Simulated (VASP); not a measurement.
# Tellurium: input slips in a band-gap run and what they do, part 2 of 2

Some runs for the gap of Tellurium get a fault in the input on purpose. Which of them show, and how? The starting structure is a measured crystal structure from the Crystallography Open Database. Cell and atoms stay as given unless a step says otherwise.

VASP 6.6.1.

Results so far: reference 0.101 eV; a wide metal-type smearing 0.108 eV.

The database entry behind the starting cell differs from later determinations by our own check (inner coordinate of an old entry), so it need not match the best structure at ambient conditions.

## 5. Bands with a fixed density without a density file

Level of this step: LDA; plane waves and PAW (Te) (VASP).

A slip made on purpose: a fixed density without a density file. Against step 2 the input has ICHARG = 11 (also changed: NELM).

Contents of INCAR:

```
SYSTEM = Te
PREC = Accurate
ENCUT = 350
EDIFF = 1E-06
NELM = 60
ISMEAR = 0
SIGMA = 0.03
LREAL = .FALSE.
ALGO = Normal
GGA = CA
NBANDS = 22
LORBIT = 11
LWAVE = .FALSE.
LCHARG = .FALSE.
KPAR = 4
ICHARG = 11
```

Contents of POSCAR:

```
Te
1.0
    4.4540000000      0.0000000000      0.0000000000
   -2.2270000000      3.8572771485      0.0000000000
    0.0000000000      0.0000000000      5.9240000000
Te
3
Direct
    0.7310000000      0.7310000000      0.0000000000
    0.0000000000      0.2690000000      0.6666666667
    0.2690000000      0.0000000000      0.3333333333
```

Contents of KPOINTS:

```
Automatic mesh
0
Gamma
6 6 4
0 0 0
```

Contents of KPOINTS_OPT:

```
Line mode
10
Line-mode
Reciprocal
  0.00000000   0.00000000   0.00000000 GAMMA
  0.50000000   0.00000000   0.00000000 M

  0.50000000   0.00000000   0.00000000 M
  0.33333333   0.33333333   0.00000000 K

  0.33333333   0.33333333   0.00000000 K
  0.00000000   0.00000000   0.00000000 GAMMA

  0.00000000   0.00000000   0.00000000 GAMMA
  0.00000000   0.00000000   0.50000000 A

  0.00000000   0.00000000   0.50000000 A
  0.50000000   0.00000000   0.50000000 L

  0.50000000   0.00000000   0.50000000 L
  0.33333333   0.33333333   0.50000000 H

  0.33333333   0.33333333   0.50000000 H
  0.00000000   0.00000000   0.50000000 A

  0.50000000   0.00000000   0.50000000 L
  0.50000000   0.00000000   0.00000000 M

  0.33333333   0.33333333   0.00000000 K
  0.33333333   0.33333333   0.50000000 H
```

Potentials, in the order of the species: Te (LDA family, release 64).

Launch:

```console
$ mpirun -np 4 vasp_std
```

The program printed:

```text
[banner, memory and clock lines left out]
running    4 mpi-ranks, on    1 nodes
[...]
LDA part: xc-table for (Slater(with rela. corr.)+CA(PZ))
 , standard interpolation
 POSCAR, INCAR and KPOINTS ok, starting setup
[...]
WARNING: CHGCAR is incomplete
|                                                                             |
|     EEEEEEE  RRRRRR   RRRRRR   OOOOOOO  RRRRRR      ###     ###     ###     |
|     E        R     R  R     R  O     O  R     R     ###     ###     ###     |
|     E        R     R  R     R  O     O  R     R     ###     ###     ###     |
|     EEEEE    RRRRRR   RRRRRR   O     O  RRRRRR       #       #       #      |
|     E        R   R    R   R    O     O  R   R                               |
|     E        R    R   R    R   O     O  R    R      ###     ###     ###     |
|     EEEEEEE  R     R  R     R  OOOOOOO  R     R     ###     ###     ###     |
|                                                                             |
|     ERROR: charge density could not be read from file CHGCAR for            |
|     ICHARG>10                                                               |
|                                                                             |
|       ---->  I REFUSE TO CONTINUE WITH THIS SICK JOB ... BYE!!! <----       |
|                                                                             |

1
1
1
1
```

Wall time 4.4 s (4 MPI ranks of AMD EPYC 7R43, shared host).

VASP stopped with this message: “ERROR: charge density could not be read from file CHGCAR for ICHARG>10”.

## 6. Bands with no empty bands

A slip made on purpose: no empty bands. Against step 2 the input has NBANDS = 9 and no band path (also changed: NELM).

Edit INCAR of step 5 so:

```diff
@@ -10,3 +10,3 @@
 GGA = CA
-NBANDS = 22
+NBANDS = 9
 LORBIT = 11
@@ -15,2 +15 @@
 KPAR = 4
-ICHARG = 11
```

POSCAR is that of step 5.

KPOINTS is that of step 5.

Launch:

```console
$ mpirun -np 4 vasp_std
```

The program printed:

```text
[... set-up lines as in an earlier step ...]
 entering main loop
       N       E                     dE             d eps       ncg     rms          rms(c)
DAV:   1     0.797460221714E+02    0.79746E+02   -0.53188E+03   432   0.115E+03
DAV:   2    -0.419666576063E+01   -0.83943E+02   -0.83943E+02   641   0.184E+02
DAV:   3    -0.105666239968E+02   -0.63700E+01   -0.63700E+01   471   0.573E+01
DAV:   4    -0.113005295897E+02   -0.73391E+00   -0.73391E+00   678   0.122E+01
[...]
DAV:  12    -0.113424495027E+02   -0.29615E-05   -0.30460E-05   220   0.964E-03    0.356E-03
DAV:  13    -0.113424509888E+02   -0.14861E-05   -0.14949E-05   222   0.448E-03    0.861E-04
DAV:  14    -0.113424517759E+02   -0.78714E-06   -0.78613E-06   219   0.252E-03
 -----------------------------------------------------------------------------
|                                                                             |
|           W    W    AA    RRRRR   N    N  II  N    N   GGGG   !!!           |
|           W    W   A  A   R    R  NN   N  II  NN   N  G    G  !!!           |
|           W    W  A    A  R    R  N N  N  II  N N  N  G       !!!           |
|           W WW W  AAAAAA  RRRRR   N  N N  II  N  N N  G  GGG   !            |
|           WW  WW  A    A  R   R   N   NN  II  N   NN  G    G                |
|           W    W  A    A  R    R  N    N  II  N    N   GGGG   !!!           |
|                                                                             |
|     Your highest band is occupied at some k-points! Unless you are          |
|     performing a calculation for an insulator or semiconductor, without     |
|     unoccupied bands, you have included TOO FEW BANDS!! Please increase     |
|     the parameter NBANDS in file INCAR to ensure that the highest band      |
|     is unoccupied at all k-points. It is always recommended to include      |
|     a few unoccupied bands to accelerate the convergence of                 |
|     molecular-dynamics runs (even for insulators or semiconductors),        |
|     since the presence of unoccupied bands improves wavefunction            |
|     prediction and helps to suppress 'band-crossings'.                      |
|                                                                             |
 -----------------------------------------------------------------------------

   1 F= -.11342452E+02 E0= -.11342452E+02  d E =-.740655E-12
```

Run time: 8.2 s. Hardware: 4 MPI ranks; peak memory 0.48 GiB; 29 s of CPU time.

From OUTCAR (step 6):

```text
  Total       -1.1689328     -1.1689328     -1.1578125      0.0000000     -0.0000000     -0.0000000
  in kB      -18.4015339    -18.4015339    -18.2264766      0.0000000     -0.0000000     -0.0000000
  external PRESSURE =     -18.3431815 kB  Pullay stress =       0.0000000 kB

 POSITION                                       TOTAL-FORCE (eV/Angst)
 -----------------------------------------------------------------------------------
      1.62794      2.81967      0.00000        -0.037752     -0.065388      0.000000
     -0.59906      1.03761      3.94933        -0.037752      0.065388     -0.000000
      1.19813      0.00000      1.97467         0.075504     -0.000000      0.000000
 -----------------------------------------------------------------------------------
    total drift:                                0.000000     -0.000000      0.000000

  FREE ENERGIE OF THE ION-ELECTRON SYSTEM (eV)
  ---------------------------------------------------
  free  energy   TOTEN  =       -11.3424517759 eV

  energy  without entropy=      -11.3424517759  energy(sigma->0) =      -11.34245178

[... 1 part as in an earlier step ...]

[... 2 further parts left out ...]
[key lines of the parts left out:]
E-fermi :   5.9412
```

The run converges, yet it holds no empty band, so no gap can be read from it.

## 7. All runs side by side

```csv
run,ended,gap (eV),change (eV),core minutes
reference,converged,0.101,-,2.33
too few electronic steps,not converged,-,-,1.32
a wide metal-type smearing,converged,0.108,0.007,2.47
a fixed density without a density file,stopped by VASP,-,-,0.293
no empty bands,converged,-,-,0.547
```

Core minutes are wall time times ranks of the run shown, on a shared host.

## 8. Results

- reference gap: 0.101 eV
- gap with a wide metal-type smearing: 0.108 eV
- run with too few electronic steps: not converged
- run with a fixed density without a density file: stopped by VASP
- run with no empty bands: converged

VASP stopped by itself in the run with a fixed density without a density file. The run with too few electronic steps didn't converge. The run without empty bands converged, and still can't show a gap. Finished, but with signs in the output that stand out against the reference: a wide metal-type smearing, with the gap changed by +0.01 eV (signs: a large entropy term in the energy). Further runs on this material are not shown.

[Lines on the potential files, build, host, timing and source positions are cut from VASP's logs without a mark.]

[Logs are printed without paths, hosts, clocks, repeated set-up lines and the standing remarks that a program may print on its own settings, such as how far it seeks lower states.]

[Hosts, paths, dates, database ids (printed as entryN), source tags and the programs' standing remarks are cut or masked in the printed files.]
